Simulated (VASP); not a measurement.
The system is PtS2.

```
CELL_PARAMETERS angstrom
3.54320 0.00000 0.00000
-1.77160 3.06850 0.00000
0.00000 0.00000 5.03880
ATOMIC_POSITIONS crystal
Pt 0.00000 0.00000 0.00000
S 0.33333 0.66667 0.22700
S 0.66667 0.33333 0.77300
```

```yaml
Program: VASP 6.6.1
Task: relaxation of cell and atoms
Functional: r2SCAN
Potentials_or_basis: VASP PAW PBE potentials, release 64 (Pt, S)
Cutoff: 600 eV
k_mesh: 9 × 9 × 5
Occupations: gaussian, width 0.03 eV
Spin: no spin polarisation
```

At the start: pressure 9.3 GPa; volume 18.26 Å³/atom.

Task: How do energy, volume and symmetry change on relaxing?

Result: Over 21 steps the energy falls by 43.8 meV/atom and the volume is 20.34 Å³/atom (+11.4 %); space group P-3m1 (No. 164, to 0.05 Å).

The path:
```
step  energy change (eV)  largest force (eV/Å)  pressure (GPa)  volume (Å³)
   1              0.0000                1.2110            9.26        54.78
   2              0.2093                1.2900          -12.63        63.58
   3             -0.1037                0.1365           -0.71        57.75
   4             -0.1039                0.1688           -0.42        57.65
   5             -0.1167                0.0341           -0.18        57.55
   6             -0.1208                0.0915            0.04        57.45
   7             -0.1209                0.0976            0.06        57.45
   8             -0.1219                0.0569            0.37        57.51
   9             -0.1231                0.0266            1.03        57.62
  10             -0.1234                0.0248            0.98        57.67
  11             -0.1243                0.0185            0.87        57.84
  12             -0.1258                0.0070            0.63        58.17
  13             -0.1282                0.0155            0.18        58.83
  14             -0.1300                0.0593           -0.59        60.17
  15             -0.1309                0.0213           -0.32        60.45
  16             -0.1312                0.0076           -0.10        60.66
  17             -0.1310                0.0676            0.34        61.09
  18             -0.1313                0.0258            0.05        60.79
  19             -0.1313                0.0298            0.06        60.82
  20             -0.1313                0.0201            0.02        60.90
  21             -0.1313                0.0058           -0.04        61.02
```

Final structure:
```
Pt S
1.0
     3.54978    0.00000    0.00000
    -1.77489    3.07420    0.00000
     0.00000    0.00000    5.59145
Pt S
1 2
Direct
  0.00000 0.00000 0.00000
  0.33333 0.66667 0.22028
  0.66667 0.33333 0.77972
```

Caveat: the PAW data sets were made with another functional, which shifts forces and pressure a little; the volume moved by +11 % from the deposited cell, more than functionals usually miss.
